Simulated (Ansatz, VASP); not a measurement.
# C (amorphous carbon) in two plane-wave programs

Aim: how closely do two programs agree when they are given the same cell, functional and k mesh? Of the first pair: The structure shown is the start of the Ansatz relaxation below; VASP solves that cell, so the two are compared at the walk's first step.

Calculated with Ansatz 0.2.0; plane waves, with VASP 6.6.1 beside it; single point at PBE.

## (1) Set-up

The cell holds 80 atoms: 80 C. Its edges and angles: a = 8.446 Å, b = 8.061 Å, c = 8.204 Å, α = 91.2°, β = 93.0°, γ = 88.3°. As first built, before any earlier steps moved the atoms (in the runner's words): 80 atoms (80 C) placed at random at 2.78 g/cm^3, melted at 5500 K for 10 ps at fixed volume with the Tersoff potential (Tersoff, Phys. Rev. B 39, 5566 (1989)). Quenched from 5500 K to 100 K at 10 K/ps and fixed volume, held 5 ps.

## (2) Ansatz: relaxation, PBE

Ansatz runs on its default PAW (the set named soft_2) files.

The two programs are compared at the cell with which this relaxation starts, whose forces are those of its first step.

input.yaml reads:

```yaml
crystal:
  lattice:
    - [8.44208, 0.11832, -0.21903]
    - [0.11714, 8.05972, -0.08462]
    - [-0.21684, -0.08462, 8.20037]
  atoms:
    - { symbol: C, position: [0.98798, 0.85019, 0.02538] }
    - { symbol: C, position: [0.18015, 0.21023, 0.60618] }
    - { symbol: C, position: [0.90175, 0.92431, 0.31619] }
    - { symbol: C, position: [0.82887, 0.47211, 0.72005] }
    - { symbol: C, position: [0.31166, 0.84807, 0.73478] }
    - { symbol: C, position: [0.92481, 0.02993, 0.59303] }
    - { symbol: C, position: [0.5371, 0.56829, 0.73489] }
    - { symbol: C, position: [0.07818, 0.169, 0.313] }
    - { symbol: C, position: [0.08642, 0.95828, 0.9128] }
    - { symbol: C, position: [0.73012, 0.004, 0.10619] }
    - { symbol: C, position: [0.27856, 0.50503, 0.61396] }
    - { symbol: C, position: [0.12027, 0.53371, 0.70489] }
    - { symbol: C, position: [0.40651, 0.23166, 0.88644] }
    - { symbol: C, position: [0.91401, 0.72764, 0.87745] }
    - { symbol: C, position: [0.001, 0.42249, 0.44689] }
    - { symbol: C, position: [0.3226, 0.40141, 0.87927] }
    - { symbol: C, position: [0.78591, 0.8205, 0.76748] }
    - { symbol: C, position: [0.50981, 0.17923, 0.19534] }
    - { symbol: C, position: [0.93347, 0.17831, 0.70569] }
    - { symbol: C, position: [0.66262, 0.4661, 0.47352] }
    - { symbol: C, position: [0.98483, 0.50538, 0.2727] }
    - { symbol: C, position: [0.23623, 0.171, 0.08714] }
    - { symbol: C, position: [0.46279, 0.57663, 0.11641] }
    - { symbol: C, position: [0.83054, 0.29552, 0.2468] }
    - { symbol: C, position: [0.74956, 0.52946, 0.03592] }
    - { symbol: C, position: [0.39389, 0.4821, 0.734] }
    - { symbol: C, position: [0.06657, 0.67582, 0.2767] }
    - { symbol: C, position: [0.05948, 0.39641, 0.14212] }
    - { symbol: C, position: [0.46095, 0.24596, 0.35979] }
    - { symbol: C, position: [0.21635, 0.67047, 0.38297] }
    - { symbol: C, position: [0.40999, 0.08314, 0.44671] }
    - { symbol: C, position: [0.6594, 0.21192, 0.63438] }
    - { symbol: C, position: [0.74678, 0.18466, 0.35803] }
    - { symbol: C, position: [0.39706, 0.87442, 0.18095] }
    - { symbol: C, position: [0.13276, 0.39607, 0.83149] }
    - { symbol: C, position: [0.00596, 0.87562, 0.62667] }
    - { symbol: C, position: [0.37325, 0.84497, 0.58193] }
    - { symbol: C, position: [0.88228, 0.94084, 0.14193] }
    - { symbol: C, position: [0.654, 0.11021, 0.21928] }
    - { symbol: C, position: [0.92598, 0.72182, 0.54218] }
    - { symbol: C, position: [0.97294, 0.53495, 0.59322] }
    - { symbol: C, position: [0.67895, 0.56226, 0.63346] }
    - { symbol: C, position: [0.19784, 0.08303, 0.24197] }
    - { symbol: C, position: [0.24039, 0.36978, 0.15633] }
    - { symbol: C, position: [0.69086, 0.55214, 0.33741] }
    - { symbol: C, position: [0.96198, 0.77655, 0.37591] }
    - { symbol: C, position: [0.28151, 0.82108, 0.43311] }
    - { symbol: C, position: [0.30965, 0.5034, 0.03937] }
    - { symbol: C, position: [0.75032, 0.74207, 0.59982] }
    - { symbol: C, position: [0.03941, 0.47205, 0.97346] }
    - { symbol: C, position: [0.52057, 0.94801, 0.54219] }
    - { symbol: C, position: [0.67898, 0.94252, 0.81465] }
    - { symbol: C, position: [0.62751, 0.28321, 0.46548] }
    - { symbol: C, position: [0.80421, 0.28355, 0.70797] }
    - { symbol: C, position: [0.58582, 0.04839, 0.68894] }
    - { symbol: C, position: [0.10439, 0.74022, 0.11535] }
    - { symbol: C, position: [0.07647, 0.2627, 0.46429] }
    - { symbol: C, position: [0.59803, 0.58846, 0.01175] }
    - { symbol: C, position: [0.52301, 0.68142, 0.87323] }
    - { symbol: C, position: [0.63073, 0.96615, 0.97779] }
    - { symbol: C, position: [0.41519, 0.82049, 0.87763] }
    - { symbol: C, position: [0.44082, 0.15124, 0.73842] }
    - { symbol: C, position: [0.63758, 0.82486, 0.47555] }
    - { symbol: C, position: [0.10057, 0.22285, 0.76909] }
    - { symbol: C, position: [0.44918, 0.94683, 0.0185] }
    - { symbol: C, position: [0.13917, 0.11663, 0.92715] }
    - { symbol: C, position: [0.15749, 0.61918, 0.99426] }
    - { symbol: C, position: [0.97255, 0.24826, 0.19182] }
    - { symbol: C, position: [0.48041, 0.72273, 0.22255] }
    - { symbol: C, position: [0.31492, 0.96992, 0.32006] }
    - { symbol: C, position: [0.33194, 0.15349, 0.5958] }
    - { symbol: C, position: [0.13138, 0.85329, 0.76264] }
    - { symbol: C, position: [0.87385, 0.54484, 0.90974] }
    - { symbol: C, position: [0.09779, 0.6846, 0.82313] }
    - { symbol: C, position: [0.33229, 0.38428, 0.32884] }
    - { symbol: C, position: [0.79403, 0.47785, 0.21132] }
    - { symbol: C, position: [0.84441, 0.04311, 0.43465] }
    - { symbol: C, position: [0.61152, 0.71977, 0.33812] }
    - { symbol: C, position: [0.28582, 0.51275, 0.43908] }
    - { symbol: C, position: [0.40399, 0.13485, 0.04259] }
kpoints:
  mp_grid: { grid: [2, 2, 2] }
hamiltonian:
  xc: pbe
scf:
  occupations: { method: gaussian, width: 0.05 }
output:
  forces: true
  eigenvalues: true
  stress: true
relax:
  f_tol: 0.05
  max_steps: 70
```

Run with:

```bash
> ansatz run input.yaml --threads 4 --pin off --max-ram 15872MiB --backend cpu --events-out ev --progress --plain --runs-dir out
```

Numbers of over 12 decimals in the logs are rounded to 6 here.

Output:

```text
Warning: output.stress: scf.convergence.dr2_threshold = 1e-7 eV (the SCF's general default) is looser than the 8e-9 eV advised for a printed stress (1e-10 eV for each atom of the cell: 80). What an SCF threshold leaves in a stress goes as its square root, and in the free energy as the threshold itself, and one threshold admits the most on a small cell: [figures from the program's tests cut] Every solve of this run an [...]
Engine: ansatz 0.2.0, x86_64-unknown-linux-gnu
Pseudopotentials: kind: paw
Pseudopotential: C, paw, valence charge 4, recommended cutoff 420 eV (normal), C.paw.azcp
Functional definition: PBE
  parameter kappa = 0.804
  parameter beta = 0.066725
  exchange = pbe_x(kappa = kappa, mu = beta*pi^2/3)
  correlation = pbe_c(beta = beta)
Crystal: 80 atoms, lattice volume = 557.407 Å³
Basis set: ecut = 420 eV, 10895 PW (Γ), exchange–correlation on 120×108×120 points (8 copies of the dense FFT grid, shifted against one another)
Bands: 240, of which v1, the nominal top of the filled ones, is band 160 counted from 1 (159 counted from 0)
Symmetry: 1 space group operations
Space group: P1 (ITA 1), of the structure as read, at distance tolerance 8.2e-5 Å
k-points: 8
Non-local potential: C, projectors of the file, l = 0: 2, l = 1: 2, l = 2: 1
PAW form: soft (Blöchl's): semilocal exchange-correlation on the pseudo side does not see the compensation charge
PAW one-centre angular grid: C, 110 points (default); XC on 64 Gauss nodes
Initial density: superposition of atomic densities (neutral atoms: chi_scale 0, normalization atom), corrected by the library's trained network
Initial wavefunctions: pseudopotential atomic-orbital guess
Functional: x = pbe(κ = 0.804, μ = 0.219515), c = pbe(β = 0.066725)
SCF iter   1: F=—  HF=-20014.262158 eV  |F-HF|=—  |Δ(HF+E_count)|=         —  Δρ=1.58e-2  dr2=2.34e0  ethr=1.77e-3  ⟨swp⟩=6.0  Hψ=8560  notcnv=0  defer=374
preconditioner: auto → LDOS  [insulator: Δε(μ)=0.061 eV  Ē_g=15.175 eV  σ=0.050 eV  W_gap=0.60  n_scr=152 (ndim 8)  ℏωp=28.1 eV  f_vac=0.012  D(μ)=6.07/eV (n_scr^D=26)  ε∞_Penn≈4.4  β→1.0]
SCF iter   2: F=—  HF=-20014.198735 eV  |F-HF|=—  |Δ(HF+E_count)|=   6.34e-2  Δρ=1.21e-2  dr2=1.97e0  ethr=7.31e-4  ⟨swp⟩=2.0  Hψ=2961  notcnv=0  defer=577
SCF iter   3: F=—  HF=-20013.881018 eV  |F-HF|=—  |Δ(HF+E_count)|=   3.18e-1  Δρ=3.02e-3  dr2=9.69e-2  ethr=6.17e-4  ⟨swp⟩=2.4  Hψ=2249  notcnv=0  defer=577
SCF iter   4: F=—  HF=-20013.867102 eV  |F-HF|=—  |Δ(HF+E_count)|=   1.39e-2  Δρ=1.07e-3  dr2=8.90e-3  ethr=3.03e-5  ⟨swp⟩=2.4  Hψ=2754  notcnv=0  defer=577
SCF iter   5: F=—  HF=-20013.865984 eV  |F-HF|=—  |Δ(HF+E_count)|=   1.12e-3  Δρ=4.00e-4  dr2=1.25e-3  ethr=2.78e-6  ⟨swp⟩=2.0  Hψ=2514  notcnv=0  defer=577
SCF iter   6: F=—  HF=-20013.865937 eV  |F-HF|=—  |Δ(HF+E_count)|=   4.66e-5  Δρ=2.05e-4  dr2=2.99e-4  ethr=3.90e-7  ⟨swp⟩=2.0  Hψ=2057  notcnv=0  defer=577
SCF iter   7: F=—  HF=-20013.865918 eV  |F-HF|=—  |Δ(HF+E_count)|=   1.96e-5  Δρ=9.65e-5  dr2=8.53e-5  ethr=9.35e-8  ⟨swp⟩=2.4  Hψ=2448  notcnv=0  defer=577
SCF iter   8: F=-20013.865902 eV  HF=-20013.865910 eV  |F-HF|=7.40e-6  |Δ(HF+E_count)|=   8.15e-6  Δρ=3.91e-5  dr2=1.10e-5  ethr=1.95e-8  ⟨swp⟩=16.1  Hψ=10923  notcnv=0
SCF 1 converged in 8 iterations: F = -20013.865902 eV  dr2 = 1.10e-5
  greatest PAW one-centre occupation: 0.696 electrons in one spin orbital (limit 2), on the C atom at site 38 (counted from 0), in its partial waves of l = 0
relax step   1: F+E_penalty+E_count = -20013.86590234 eV  Δ(F+E_penalty+E_count) = +0.000e0 eV  max|allowed force component| = 4.129e-1 eV/Å  Δτ_max = 0.0000 Å  (8 SCF iters, dr2 threshold 6.25e-5 eV, accepted)
Initial density: handed on by an earlier stage of this run
Initial wavefunctions: those handed on with the density
iter 1 solved again at ethr=6.59e-6 eV; its pass at ethr=3.10e-3 eV (dr2=2.11e-2 eV) is discarded
SCF iter   1: F=—  HF=-20013.896362 eV  |F-HF|=—  |Δ(HF+E_count)|=         —  Δρ=2.20e-3  dr2=2.04e-2  ethr=6.59e-6  ⟨swp⟩=2.0  Hψ=5015  notcnv=0  defer=584
[...]
--- Relaxed structure (3 steps of the walk, 3 accepted, 0 SCFs on fresh bases) ---
  F+E_penalty+E_count = -20013.89862367 eV   max|allowed force component| = 4.758e-2 eV/Å
  atoms:
    - { symbol: C, position: [0.989202, 0.849768, 0.025791] }
    - { symbol: C, position: [0.179312, 0.210779, 0.606173] }
    - { symbol: C, position: [0.902776, 0.924106, 0.316592] }
    - { symbol: C, position: [0.828643, 0.472720, 0.719686] }
    - { symbol: C, position: [0.312144, 0.848537, 0.734587] }
    - { symbol: C, position: [0.924763, 0.029959, 0.593566] }
    - { symbol: C, position: [0.537940, 0.569011, 0.735606] }
    - { symbol: C, position: [0.077185, 0.169779, 0.313037] }
    - { symbol: C, position: [0.086599, 0.958175, 0.912886] }
    - { symbol: C, position: [0.730966, 0.00432244, 0.106408] }
    - { symbol: C, position: [0.279687, 0.503947, 0.613985] }
    - { symbol: C, position: [0.121054, 0.533567, 0.704987] }
    - { symbol: C, position: [0.408085, 0.231407, 0.886674] }
    - { symbol: C, position: [0.914472, 0.727194, 0.877728] }
    - { symbol: C, position: [0.000398722, 0.422969, 0.446687] }
    - { symbol: C, position: [0.323690, 0.400771, 0.879690] }
    - { symbol: C, position: [0.786945, 0.820367, 0.767303] }
    - { symbol: C, position: [0.509113, 0.179188, 0.195034] }
    - { symbol: C, position: [0.932503, 0.178306, 0.706497] }
    - { symbol: C, position: [0.661150, 0.466437, 0.473268] }
    - { symbol: C, position: [0.983986, 0.505257, 0.272188] }
    - { symbol: C, position: [0.235157, 0.170876, 0.086939] }
    - { symbol: C, position: [0.462953, 0.576024, 0.117624] }
    - { symbol: C, position: [0.828623, 0.295606, 0.246454] }
[...]
- { symbol: C, position: [0.873651, 0.544667, 0.909426] }
    - { symbol: C, position: [0.098545, 0.684388, 0.823402] }
    - { symbol: C, position: [0.331970, 0.383954, 0.328560] }
    - { symbol: C, position: [0.793183, 0.477859, 0.211340] }
    - { symbol: C, position: [0.845001, 0.043172, 0.434854] }
    - { symbol: C, position: [0.611377, 0.720477, 0.337902] }
    - { symbol: C, position: [0.286936, 0.512496, 0.439331] }
    - { symbol: C, position: [0.403700, 0.134634, 0.042281] }
```

## (3) VASP: single point, PBE, start cell, pair 1

The same cell, functional, mesh and smearing now go to VASP, with its own data sets.

Lines of VASP's logs that name or quote its potential files are left out, and so is its time.

INCAR reads:

```
SYSTEM = C
PREC = Accurate
ENCUT = 520
EDIFF = 1E-06
NELM = 120
ISMEAR = 0
SIGMA = 0.05
LREAL = Auto
ALGO = Normal
GGA = PE
NBANDS = 216
LORBIT = 11
LWAVE = .FALSE.
LCHARG = .FALSE.
ISIF = 2
LASPH = .TRUE.
GGA_COMPAT = .FALSE.
KPAR = 8
```

POSCAR reads:

```
C
1.0
    8.4420800000      0.1183200000     -0.2190300000
    0.1171400000      8.0597200000     -0.0846200000
   -0.2168400000     -0.0846200000      8.2003700000
C
80
Direct
    0.9879808248      0.8501846114      0.0253817891
    0.1801474496      0.2102281952      0.6061857216
    0.9017553258      0.9243076482      0.3161962670
    0.8288755249      0.4721080020      0.7200526788
    0.3116632143      0.8480692471      0.7347750423
    0.9248060782      0.0299339718      0.5930333982
    0.5371049960      0.5682872014      0.7348852028
    0.0781766875      0.1690054098      0.3130010326
    0.0864216529      0.9582858891      0.9128026036
    0.7301230522      0.0039948313      0.1061850739
    0.2785656266      0.5050291986      0.6139661747
    0.1202702760      0.5337056237      0.7048956289
    0.4065087222      0.2316597213      0.8864405693
    0.9140080240      0.7276436293      0.8774443570
    0.0009965127      0.4224958177      0.4468907942
    0.3226029229      0.4014076569      0.8792684762
    0.7859092673      0.8204944921      0.7674858513
    0.5098106426      0.1792256508      0.1953362958
    0.9334707515      0.1783148195      0.7056934137
    0.6626186426      0.4661041072      0.4735243764
    0.9848322314      0.5053836683      0.2727039597
    0.2362291232      0.1710014093      0.0871438001
    0.4627881337      0.5766320725      0.1164043928
    0.8305415253      0.2955207159      0.2467962389
    0.7495628117      0.5294540634      0.0359226651
    0.3938942911      0.4821017966      0.7339998220
    0.0665753643      0.6758221679      0.2767033773
    0.0594856139      0.3964142972      0.1421245275
    0.4609531839      0.2459645109      0.3597857283
    0.2163453688      0.6704710837      0.3829731328
    0.4099850662      0.0831408105      0.4467157463
    0.6594031686      0.2119255720      0.6343814020
    0.7467832739      0.1846636439      0.3580319154
    0.3970595453      0.8744139925      0.1809504771
    0.1327638788      0.3960747702      0.8314862768
    0.0059602293      0.8756164402      0.6266668616
    0.3732500582      0.8449648498      0.5819315331
    0.8822784703      0.9408414599      0.1419276762
    0.6540021379      0.1102115073      0.2192793967
    0.9259817688      0.7218262343      0.5421826970
    0.9729439404      0.5349540737      0.5932258819
    0.6789553926      0.5622613708      0.6334580216
    0.1978355406      0.0830261778      0.2419717151
    0.2403889276      0.3697753283      0.1563274310
    0.6908587547      0.5521418553      0.3374044143
    0.9619841857      0.7765515031      0.3759117192
    0.2815104959      0.8210758194      0.4331071256
    0.3096473281      0.5034038060      0.0393665267
    0.7503172899      0.7420703354      0.5998187872
    0.0394085347      0.4720526057      0.9734654342
    0.5205729246      0.9480088333      0.5421879251
    0.6789847685      0.9425139633      0.8146551394
    0.6275063440      0.2832160881      0.4654800283
    0.8042095674      0.2835526043      0.7079729626
    0.5858180517      0.0483868618      0.6889452822
    0.1043939704      0.7402253336      0.1153488537
    0.0764746902      0.2626939944      0.4642936132
    0.5980298946      0.5884615935      0.0117533853
    0.5230145316      0.6814144569      0.8732309840
    0.6307270268      0.9661517519      0.9777856245
    0.4151929682      0.8204924244      0.8776274467
    0.4408160008      0.1512370263      0.7384239499
    0.6375790943      0.8248552422      0.4755453961
    0.1005752472      0.2228464460      0.7690855733
    0.4491783212      0.9468342161      0.0184997310
    0.1391695926      0.1166279552      0.9271473572
    0.1574925375      0.6191777961      0.9942588463
    0.9725463993      0.2482543338      0.1918235543
    0.4804144314      0.7227285121      0.2225487947
    0.3149207209      0.9699248222      0.3200650853
    0.3319459746      0.1534843503      0.5958016495
    0.1313793548      0.8532913413      0.7626340681
    0.8738539598      0.5448437168      0.9097400371
    0.0977949722      0.6845997077      0.8231275979
    0.3322866536      0.3842826018      0.3288386670
    0.7940280887      0.4778494792      0.2113260249
    0.8444127069      0.0431118283      0.4346510997
    0.6115204953      0.7197715324      0.3381247921
    0.2858235988      0.5127518126      0.4390768955
    0.4039929434      0.1348438863      0.0425952810
```

KPOINTS reads:

```
Automatic mesh
0
Gamma
2 2 2
0 0 0
```

PAW data sets: C (PBE family, release 64).

Run with:

```bash
> mpirun -np 8 vasp_std
```

Output:

```text
[banner, memory and clock lines left out]
running    8 mpi-ranks, on    1 nodes
[...]
|                                                                             |
|           W    W    AA    RRRRR   N    N  II  N    N   GGGG   !!!           |
|           W    W   A  A   R    R  NN   N  II  NN   N  G    G  !!!           |
|           W    W  A    A  R    R  N N  N  II  N N  N  G       !!!           |
|           W WW W  AAAAAA  RRRRR   N  N N  II  N  N N  G  GGG   !            |
|           WW  WW  A    A  R   R   N   NN  II  N   NN  G    G                |
|           W    W  A    A  R    R  N    N  II  N    N   GGGG   !!!           |
|                                                                             |
|     For optimal performance we recommend to set                             |
|       NCORE = 2 up to number-of-cores-per-socket                            |
|     NCORE specifies how many cores store one orbital (NPAR=cpu/NCORE).      |
|     This setting can greatly improve the performance of VASP for DFT.       |
|     The default, NCORE=1 might be grossly inefficient on modern             |
|     multi-core architectures or massively parallel machines. Do your        |
|     Unfortunately you need to use the default for GW and RPA                |
|     calculations (for HF NCORE is supported but not extensively tested      |
|     yet).                                                                   |
|                                                                             |

 LDA part: xc-table for (Slater+PW92), standard interpolation
 POSCAR, INCAR and KPOINTS ok, starting setup
[...]
entering main loop
       N       E                     dE             d eps       ncg     rms          rms(c)
DAV:   1     0.115631154493E+04    0.11563E+04   -0.16743E+05  3456   0.143E+03
DAV:   2    -0.596590821769E+03   -0.17529E+04   -0.16540E+04  4184   0.292E+02
DAV:   3    -0.706538273784E+03   -0.10995E+03   -0.10725E+03  4144   0.691E+01
DAV:   4    -0.709481087533E+03   -0.29428E+01   -0.29209E+01  4360   0.111E+01
[...]
DAV:  16    -0.676648429463E+03   -0.22060E-04   -0.26769E-05  4112   0.132E-02    0.665E-03
DAV:  17    -0.676648431700E+03   -0.22373E-05   -0.46984E-06  3744   0.550E-03    0.350E-03
DAV:  18    -0.676648432600E+03   -0.89974E-06   -0.17615E-06  2888   0.312E-03
   1 F= -.67664843E+03 E0= -.67664269E+03  d E =-.114935E-01
```

OUTCAR, selected parts (step 3):

```text
  FREE ENERGIE OF THE ION-ELECTRON SYSTEM (eV)
  ---------------------------------------------------
  free  energy   TOTEN  =      -676.6484325997 eV

  energy  without entropy=     -676.6369391366  energy(sigma->0) =     -676.64268587
```

The run ends at a pressure of 3.76 GPa, with forces up to 0.47 eV/Å.

## (4) Side by side

Known differences besides the potentials themselves: the cutoff is 420 eV in Ansatz and 520 eV in VASP (PREC = Accurate, projectors in real space). Total energies have different zeros and are not compared.

Forces on 8 of the 80 atoms, those with the largest forces and the largest differences (eV/Å; atoms numbered as in POSCAR):

```
atom         Ansatz x, y, z           VASP x, y, z
  C2   -0.306, 0.138, 0.034   -0.310, 0.133, 0.035
 C18  -0.326, 0.166, -0.089  -0.356, 0.170, -0.109
 C24   -0.413, 0.084, 0.081   -0.453, 0.082, 0.090
 C25   0.262, -0.124, 0.058   0.278, -0.135, 0.056
 C26   0.148, -0.181, 0.203   0.165, -0.192, 0.222
 C54   -0.154, 0.241, 0.074   -0.163, 0.265, 0.091
 C66  -0.068, 0.015, -0.055  -0.061, 0.054, -0.054
 C68  0.188, -0.019, -0.198  0.203, -0.041, -0.241
```

The forces differ by 14 meV/Å r.m.s., which is 13.5 % of the r.m.s. force of 0.101 eV/Å (both taken over all components).

(Continued in part 2 of 3.)

[Lines on the potential files, build, host, timing and source positions are cut from VASP's logs without a mark.]

[Logs are printed without paths, hosts, clocks, repeated set-up lines and the standing remarks that a program may print on its own settings, such as how far it seeks lower states.]

[Hosts, paths, dates, database ids (printed as entryN), source tags and the programs' standing remarks are cut or masked in the printed files.]
